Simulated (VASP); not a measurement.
Data:

```
PbSnSeTe
1.0
    2.18936     1.26403     7.13646
   -2.18936     1.26403     7.13646
    0.00000    -2.52806     7.13646
Sn Te Pb Se
1 1 1 1
Direct
  0.49315   0.49315   0.49315
  0.24807   0.24807   0.24807
  0.00464   0.00464   0.00464
  0.75412   0.75412   0.75412
```

The numbers are results of PBEsol GGA, VASP's PBE PAW potentials (set 64) (plane waves; VASP), not measurements. Numerical set-up: 400 eV cut-off, Gaussian smearing of 0.050 eV, potentials Sn_d Te Pb_d Se.

Unless said otherwise, spin-orbit coupling is left out, though it shifts the bands of the heavy elements here.

**Question.** Give the energies of bands 14 to 23 at the high-symmetry points, in eV from the valence-band maximum.

**Answer.** 
| band | Γ | T | H2 | L | S0 | F |
|---|---|---|---|---|---|---|
| 14 | -5.41 | -6.44 | -7.51 | -7.43 | -7.50 | -6.79 |
| 15 | -2.32 | -2.33 | -4.47 | -4.07 | -4.74 | -5.36 |
| 16 | -2.32 | -2.33 | -4.40 | -3.77 | -4.02 | -3.62 |
| 17 | -2.00 | -1.45 | -3.32 | -3.22 | -3.73 | -3.50 |
| 18 | -1.33 | -1.45 | -2.96 | -2.48 | -2.71 | -1.63 |
| 19 | -1.33 | -1.23 | -1.87 | -2.47 | -2.20 | -1.57 |
| 20 | -0.08 | -0.91 | -1.42 | -2.16 | -0.79 | 0.00 |
| 21 | 0.30 | 1.73 | 1.90 | 2.73 | 1.10 | 0.16 |
| 22 | 0.98 | 2.08 | 2.14 | 2.78 | 2.68 | 1.02 |
| 23 | 0.98 | 2.08 | 3.02 | 3.05 | 2.85 | 1.03 |

The gap is indirect, 0.15 eV, from the valence maximum at F to the conduction minimum at S2-F at 0.91.

The structure comes from a computed database's SnTePbSe entry (R3m); how it stands against other phases isn't given here. It was relaxed first, which changed the volume by -6 %.
